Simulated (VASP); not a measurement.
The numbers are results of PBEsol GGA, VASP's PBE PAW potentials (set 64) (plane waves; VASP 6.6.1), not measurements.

VASP ran on this input.

File KPOINTS:
```
Automatic mesh
0
Gamma
10 10 5
0 0 0
```

**INCAR**
```
# general
SYSTEM  = PbO
PREC    = Accurate
ENCUT   = 620   # plane-wave cut-off (eV)
LREAL   = .FALSE.   # projection in real space or not
LASPH   = .TRUE.

# electronic loop
EDIFF   = 1E-6   # SCF stop (eV)
NELM    = 100
ALGO    = Normal
LMAXMIX = 4   # l cut-off of mixed one-centre charges

# smearing
ISMEAR  = 1
SIGMA   = 0.1   # width (eV)

# functional
GGA     = PS   # PBEsol

# ions
IBRION  = 2   # conjugate gradients
NSW     = 40
ISIF    = 3
EDIFFG  = -0.02

# output
LWAVE   = .FALSE.
LCHARG  = .FALSE.
```

POSCAR:
```
PbO
1
    3.5426098528     0.0000000000     0.0000000000
   -1.7713049265     3.0679904163     0.0000000000
    0.0000000000     0.0000000000     6.4306278699
Pb O
2 2
Direct
  1.0000000000   1.0000000000   1.0000000000
  1.0000000000   1.0000000000   0.5000000000
  0.3333330000   0.6666670000   0.2500000000
  0.6666670000   0.3333330000   0.7500000000
```

POTCAR, in this order: Pb_d O (PBE.64 set). Program: vasp_std.

What VASP printed:

File OUTCAR:
```
 ion  position               nearest neighbor table
   1  0.000  0.000  0.000-   3 2.60   4 2.60   4 2.60   3 2.60   4 2.60   3 2.60   2 3.22   2 3.22
  LATTYP: Found a hexagonal cell.
 ALAT       =     3.5426098528
 C/A-ratio  =     1.8152232781
 Subroutine PRICEL returns:
 Original cell was already a primitive cell.
 Subroutine GETGRP returns: Found 24 space group operations
The static configuration has the point symmetry D_3d.
 The point group associated with its full space group is D_6h.
The dynamic configuration has the point symmetry D_3d.
 Subroutine INISYM returns: Found 24 space group operations
 Subroutine IBZKPT returns following result:
 Found     42 irreducible k-points:

 Following reciprocal coordinates:
            Coordinates               Weight
  0.000000  0.000000  0.000000      1.000000
  0.100000  0.000000  0.000000      6.000000
  0.200000  0.000000  0.000000      6.000000
  0.300000  0.000000  0.000000      6.000000
  0.400000  0.000000  0.000000      6.000000
  0.500000  0.000000  0.000000      3.000000
  0.100000  0.100000  0.000000      6.000000
  0.200000  0.100000  0.000000     12.000000
...
```

**OSZICAR**
```
       N       E                     dE             d eps       ncg     rms          rms(c)
DAV:   1     0.487594441795E+03    0.48759E+03   -0.22773E+04  2016   0.232E+03
DAV:   2     0.369084933629E+02   -0.45069E+03   -0.44316E+03  2152   0.544E+02
DAV:   3    -0.232699374085E+02   -0.60178E+02   -0.58697E+02  2632   0.208E+02
DAV:   4    -0.255546350323E+02   -0.22847E+01   -0.22826E+01  2272   0.439E+01
DAV:   5    -0.256368508701E+02   -0.82216E-01   -0.82201E-01  2880   0.787E+00    0.110E+01
DAV:   6    -0.222648814772E+02    0.33720E+01   -0.29738E+01  3128   0.379E+01    0.636E+00
DAV:   7    -0.218789146191E+02    0.38597E+00   -0.38291E+00  2648   0.153E+01    0.237E+00
DAV:   8    -0.218905828573E+02   -0.11668E-01   -0.10718E+00  2112   0.741E+00    0.194E+00
DAV:   9    -0.218411036310E+02    0.49479E-01   -0.20473E-01  2600   0.348E+00    0.295E-01
DAV:  10    -0.218429899747E+02   -0.18863E-02   -0.24382E-02  2872   0.908E-01    0.115E-01
DAV:  11    -0.218428158775E+02    0.17410E-03   -0.12791E-03  2888   0.405E-01    0.597E-02
DAV:  12    -0.218428180381E+02   -0.21605E-05   -0.16849E-04  2560   0.104E-01    0.209E-02
DAV:  13    -0.218428059809E+02    0.12057E-04   -0.66022E-05  2984   0.746E-02    0.542E-03
DAV:  14    -0.218428064384E+02   -0.45747E-06   -0.53631E-06  2272   0.174E-02
   1 F= -.21842806E+02 E0= -.21842763E+02  d E =-.218428E+02
```

### OUTCAR
```
------------------------ aborting loop because EDIFF is reached ----------------------------------------
  FORCE on cell =-STRESS in cart. coord.  units (eV):
  Direction    XX          YY          ZZ          XY          YZ          ZX
  --------------------------------------------------------------------------------------
  Total       -0.0423843     -0.0423843      0.0082210      0.0000000      0.0000000     -0.0000000
  in kB       -0.9715934     -0.9715935      0.1884547      0.0000000      0.0000000     -0.0000000
  external PRESSURE =      -0.5849107 kB  Pullay stress =       0.0000000 kB
  volume of cell :       69.89
      direct lattice vectors                 reciprocal lattice vectors
     3.542609853  0.000000000  0.000000000     0.282277767  0.162973130  0.000000000
    -1.771304927  3.067990416  0.000000000     0.000000000  0.325946259  0.000000000
     0.000000000  0.000000000  6.430627870     0.000000000  0.000000000  0.155505811
 POSITION                                       TOTAL-FORCE (eV/Angst)
 -----------------------------------------------------------------------------------
      0.00000      0.00000      0.00000        -0.000000      0.000000      0.000000
      0.00000      0.00000      3.21531         0.000000      0.000000      0.000000
     -0.00000      2.04533      1.60766        -0.000000      0.000000      0.000000
      1.77131      1.02266      4.82297         0.000000      0.000000     -0.000000
 -----------------------------------------------------------------------------------
    total drift:                                0.000000     -0.000000      0.000000
  FREE ENERGIE OF THE ION-ELECTRON SYSTEM (eV)
  ---------------------------------------------------
  free  energy   TOTEN  =       -21.8428064384 eV

  energy  without entropy=      -21.8426775556  energy(sigma->0) =      -21.84276348

 reached required accuracy - stopping structural energy minimisation
```
(Selected blocks of OUTCAR.)

The structure was generated: PbO was put into the NiAs type type (P6_3/mmc), which need not be its known phase. It was relaxed first, which changed the volume by +51 %.
